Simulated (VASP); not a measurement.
VASP runs on CdI2 (space group P-3m1) share one base input (revPBE GGA, plane waves, VASP's PBE PAW potentials (set 64)) and change the settings named in each case.

File KPOINTS:
```
Automatic mesh
0
Gamma
8 8 1
0 0 0
```

### POSCAR
```
CdI2
1
    4.2219370000     0.0000000000     0.0000000000
   -2.1109680000     3.6563040000     0.0000000000
    0.0000000000     0.0000000000    28.6703850000
Cd I
4 8
Direct
  0.0000000000   0.0000000000   0.0000000000
  0.6666670000   0.3333330000   0.7499500000
  0.3333330000   0.6666670000   0.2500500000
  0.0000000000   0.0000000000   0.5000000000
  0.0000000000   0.0000000000   0.3091700000
  0.0000000000   0.0000000000   0.6908300000
  0.6666670000   0.3333330000   0.4411000000
  0.3333330000   0.6666670000   0.5589000000
  0.3333330000   0.6666670000   0.8091300000
  0.6666670000   0.3333330000   0.1908700000
  0.6666670000   0.3333330000   0.9411000000
  0.3333330000   0.6666670000   0.0589000000
```

INCAR:
```
SYSTEM = CdI2
PREC = Accurate
ENCUT = 300
EDIFF = 1E-6
NELM = 100
ALGO = Normal
LREAL = .FALSE.
LASPH = .TRUE.
ISMEAR = 0
SIGMA = 0.02
GGA = RE
LMAXMIX = 4
LWAVE = .FALSE.
LCHARG = .FALSE.
ISIF = 2
```

POTCAR, in this order: Cd I (PBE.64 set). Program: vasp_std.

```tsv
change	E(σ→0) (eV/atom)	pressure (GPa)	−TS (eV)
base run	-1.5493	3.57	0.0000
EDIFF = 1E-09, ENCUT = 420, KPOINTS 11×11×2 Γ-centred mesh	-1.5511	3.43	0.0000
ENCUT = 150, KPOINTS 4×4×4 Γ-centred mesh	1.3256	-116.40	0.0000
EDIFF = 1E-04, ENCUT = 210, KPOINTS 4×4×4 Γ-centred mesh	-1.4349	-11.63	0.0000
EDIFF = 1E-04, ENCUT = 240, GGA removed, KPOINTS 2×2×2 Γ-centred mesh, POTCAR Cd I (LDA.64 set)	-2.0377	-2.10	0.0000
ENCUT = 150, ISMEAR = -1, SIGMA = 0.136, KPOINTS 8×8×8 Γ-centred mesh	1.2938	-116.22	-0.0011
```
 Energies of different potentials or functionals have different zeros.  Unless said otherwise, spin-orbit coupling is left out, though it shifts the bands of the heavy elements here. At 300 eV the pressure can carry a Pulay error.

Left out are runs that ran out of time, are held back, or changed the cell or the kind of run, fixed moments of cells without a moment, rows past the twelfth, gaps on odd meshes, pressures of charged cells and columns that move by less than the noise.

The structure comes from a computed database's CdI2 entry; how it stands against other phases isn't given here. The cell was not relaxed at this level, its lattice was scaled by up to 2.5 %.
